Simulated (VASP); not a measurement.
Input:

```
Bi2Te3
1.0
   10.71078    -2.22110     0.04026
   10.71078     2.22110     0.04026
   10.23584     0.00000     3.85790
Bi Te
2 3
Direct
  0.39758   0.39758   0.39758
  0.60242   0.60242   0.60242
  0.00000   0.00000   0.00000
  0.21499   0.21499   0.21499
  0.78501   0.78501   0.78501
```

Calculation: PBE GGA, VASP's PBE PAW potentials (set 64) (plane waves; VASP). Settings: 400 eV cut-off, 7×7×7 Γ-centred mesh, tetrahedra with Blöchl corrections, potentials Bi_d Te.

The cores are frozen, which limits the accuracy of field gradients. Without a dispersion term in the relaxation, distances and binding between the weakly bound layers, chains or molecules are unreliable, and so is what depends on them.

### Question
Give the principal components of the electric field gradient (V/Å²) and the asymmetry η at each nucleus.

### Answer

```json
[
 {"atom": "Bi1", "Vxx": "-9.0", "Vyy": "-9.0", "Vzz": "18.0", "η": "0.00"},
 {"atom": "Bi2", "Vxx": "-9.0", "Vyy": "-9.0", "Vzz": "18.0", "η": "0.00"},
 {"atom": "Te3", "Vxx": "-45.8", "Vyy": "-45.8", "Vzz": "91.6", "η": "0.00"},
 {"atom": "Te4", "Vxx": "13.9", "Vyy": "13.9", "Vzz": "-27.8", "η": "0.00"},
 {"atom": "Te5", "Vxx": "13.9", "Vyy": "13.9", "Vzz": "-27.8", "η": "0.00"}
]
```

The compound is Bi2Te3 in the tetradymite structure. It was relaxed first, which changed the volume by +8 %.
